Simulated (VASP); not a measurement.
A calculation with VASP 6.6.1 of YMg6V (ASE script, Cartesian positions):

File run.py:

```python
from ase.calculators.vasp import Vasp
from ase.dft.bandgap import bandgap
from ase.io import read

atoms = read('YMg6V.xyz')
atoms.set_initial_magnetic_moments([0.0, 2.0, 0.0, 0.0, 0.0, 0.0, 0.0, 0.0])
calc = Vasp(
    directory='calc',
    xc='pbesol',
    pp='PBE',
    setups='materialsproject',
    prec='Accurate',
    encut=520,
    ediff=1e-06,
    ismear=0,
    sigma=0.05,
    lreal=False,
    lasph=True,
    nelm=100,
    algo='Normal',
    isif=2,
    lwave=False,
    lcharg=True,
    ispin=2,
    lorbit=11,
    lmaxmix=4,
    lelf=True,
    lvhar=True,
    kpts=[5, 5, 5],
    gamma=True,
)
atoms.calc = calc

print('energy (eV):', atoms.get_potential_energy())
print('free energy (eV):', atoms.get_potential_energy(force_consistent=True))
print('forces (eV/A):')
print(atoms.get_forces())
print('stress (eV/A^3, Voigt):', atoms.get_stress())
print('Fermi level (eV):', calc.get_fermi_level())
print('moment (muB):', atoms.get_magnetic_moment())
print('site moments (muB):', atoms.get_magnetic_moments())
gap, top, bottom = bandgap(calc)
print('band gap (eV):', gap, 'from (spin, k, band)', top, 'to', bottom)
```

File YMg6V.xyz:

```xyz
8
Lattice="5.0927340000 0.0000000000 0.0000000000 0.0000000000 3.2540330000 5.6001945000 0.0000000000 -3.2540330000 5.6001945000" Properties=species:S:1:pos:R:3 pbc="T T T"
Y      0.0000000000      0.0000000000      9.2573343159
V      2.5463670000      0.0000000000      7.4769540816
Mg     2.5463670000      0.0000000000      1.8548628211
Mg     2.5463670000      1.5958298477      4.6950574637
Mg     2.5463670000     -1.5958298477      4.6950574637
Mg     0.0000000000      0.0000000000      3.7829537855
Mg     0.0000000000      1.5628599854      6.5196680342
Mg     0.0000000000     -1.5628599854      6.5196680342
```

Potentials or basis: VASP PAW PBE potentials, release 64 (Y_sv, V_sv, Mg_pv).

Run with:

```console
$ python run.py
```

The cell comes from a database or a generator and needn't be the stable form of this composition.

Question: Write the same calculation in another form: native input, structure from a POSCAR.

Answer: As run:

Contents of INCAR:

```
SYSTEM = YMg6V
  PREC = Accurate
  ENCUT = 520
  EDIFF = 1E-6
  ISMEAR = 0
  SIGMA = 0.05
  LREAL = .FALSE.
  LASPH = .TRUE.
  NELM = 150
  ALGO = Normal
  ISIF = 2
  LWAVE = .FALSE.
  LCHARG = .FALSE.
  ISPIN = 2
  MAGMOM = 0 2 0 0 0 0 0 0
  LORBIT = 11
  LMAXMIX = 4
  GGA = PS
  NBANDS = 50
```

The input KPOINTS:

```
Automatic mesh
0
G
  5 5 5
  0 0 0
```

Contents of POSCAR:

```
YMg6V
1.0
    5.0927340000      0.0000000000      0.0000000000
    0.0000000000      3.2540330000      5.6001945000
    0.0000000000     -3.2540330000      5.6001945000
Y V Mg
1 1 6
Cartesian
    0.0000000000      0.0000000000      9.2573343159
    2.5463670000      0.0000000000      7.4769540816
    2.5463670000      0.0000000000      1.8548628211
    2.5463670000      1.5958298477      4.6950574637
    2.5463670000     -1.5958298477      4.6950574637
    0.0000000000      0.0000000000      3.7829537855
    0.0000000000      1.5628599854      6.5196680342
    0.0000000000     -1.5628599854      6.5196680342
```

Potentials or basis: VASP PAW PBE potentials, release 64 (Y_sv, V_sv, Mg_pv).

Launch:

```bash
$ cat potpaw_PBE.64/Y_sv/POTCAR potpaw_PBE.64/V_sv/POTCAR potpaw_PBE.64/Mg_pv/POTCAR > POTCAR
$ mpirun -np 1 vasp_std > vasp.out
```

Both were run:

|  | ASE script, Cartesian positions | native input, structure from a POSCAR |
| --- | --- | --- |
| Pressure | -1.2 GPa | -1.2 GPa |
| Largest force | 0.094 eV/Å | 0.095 eV/Å |
| Band gap on the k mesh | none (metal or under the smearing width) | none (metal or under the smearing width) |
| Net moment | 3.51 μB per cell | 3.51 μB per cell |
| Site moments | Y +0.19; V +2.61; Mg -0.01, +0.00, -0.00 μB | Y +0.19; V +2.61; Mg -0.01, +0.00, -0.00 μB |
| Valence electrons inside the program's atomic spheres | Y 9.58; V 11.32; Mg 6.28, 6.32 | Y 9.58; V 11.32; Mg 6.28, 6.32 |

Keys that steer only the numerical path or the files written may differ.

Caveat: the PAW data sets were made with another functional, which shifts forces and pressure a little.
